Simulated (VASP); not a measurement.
Write the native input for VASP 6.6.1 that does the following.

| Property | Result |
| --- | --- |
| Task | single point |
| Functional | PBE |
| Potentials or basis | VASP PAW PBE potentials, release 64 (Tm_3, Li_sv), 4f in core |
| Cutoff | 600 eV |
| k mesh | 5 × 5 × 6 |
| Occupations | gaussian, width 0.05 eV |
| Spin | collinear spin, ferromagnetic start |
| Starting moments | [2.0, 2.0, 0.0, 0.0, 0.0, 0.0, 0.0, 0.0] μB |
| Further INCAR settings | ALGO = Normal; EDIFF = 1e-06 |

The structure of Li3Tm lies in POSCAR:

```
Li3Tm
1.0
    6.4745543281      0.0000000000      0.0000000000
   -3.2372771641      5.6071285264      0.0000000000
    0.0000000000      0.0000000000      5.0153710000
Tm Li
2 6
Cartesian
   -0.0000000004      3.7380856845      3.7615282500
    3.2372771644      1.8690428419      1.2538427500
    0.0000000000      1.7269059281      1.2538427500
   -1.7417327604      4.7436755623      1.2538427500
    1.7417327603      4.7436755623      1.2538427500
    3.2372771640      3.8802225983      3.7615282500
    4.9790099244      0.8634529641      3.7615282500
    1.4955444037      0.8634529641      3.7615282500
```

The cell comes from a database or a generator and needn't be the stable form of this composition.

One way to write it, as run:

INCAR

```
PREC = Accurate ; ENCUT = 600
EDIFF = 1E-6 ; ISMEAR = 0
SIGMA = 0.05 ; LREAL = F
LASPH = T ; NELM = 120
ALGO = Normal ; ISIF = 2
LWAVE = F ; LCHARG = F
ISPIN = 2 ; MAGMOM = 2 2 0 0 0 0 0 0
LORBIT = 11 ; LMAXMIX = 6
GGA = PE
```

KPOINTS

```
Automatic mesh
0
Gamma
  5 5 6
```

Potentials or basis: VASP PAW PBE potentials, release 64 (Tm_3, Li_sv), 4f in core.

Run with:

```console
$ cat potpaw_PBE.64/Tm_3/POTCAR potpaw_PBE.64/Li_sv/POTCAR > POTCAR
$ mpirun -np 1 vasp_std > vasp.out
```

It gave:

* Pressure: -0.1 GPa
* Largest force: 0.007 eV/Å
* Band gap on the k mesh: none (metal or under the smearing width)
* Net moment: 0.95 μB per cell
* Site moments: Tm +0.20; Li +0.01 μB
* Valence electrons inside the program's atomic spheres: Tm 7.77; Li 2.09

Caveat: the cutoff is under 1.25 times the usual one of these potentials, so pressure, stress and relaxed cells hold a basis-set (Pulay) error; the magnetic or orbital state may not be the lowest; spin-orbit coupling is left out, which moves the levels of the heavy elements; the 4f electrons are frozen in the core as for a trivalent ion, so they carry no moment and show no levels.

Run time: 2.7 min on 1 thread of Intel(R) Xeon(R) 6975P-C (Granite Rapids), on a shared host, peak memory 0.5 GiB.
